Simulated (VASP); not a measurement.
Energy against volume of Re (hcp). Calculation: RPBE GGA, VASP's PBE PAW potentials (set 64) (plane waves; VASP). Run with 520 eV cut-off, 15×15×8 Γ-centred mesh, first-order Methfessel-Paxton smearing of 0.10 eV, potentials Re.

Shape and ions are relaxed at each volume.

```tsv
V (Å³/atom)	E (eV/atom)
14.633	-11.80405
15.086	-11.82015
15.538	-11.80555
15.991	-11.76504
```

Fit these four points and predict the energy of the run at 14.180 Å³/atom.

A cubic in V^(−2/3), the third-order Birch-Murnaghan form, passes through the four points with V0 = 15.08 Å³/atom and B0 = 362 GPa, and gives -11.7515 eV/atom there. The run gave -11.7516 eV/atom, -0.2 meV/atom from the fit; all five points give B0 = 361 GPa.

The compound is Re in the hcp structure. It was relaxed first.
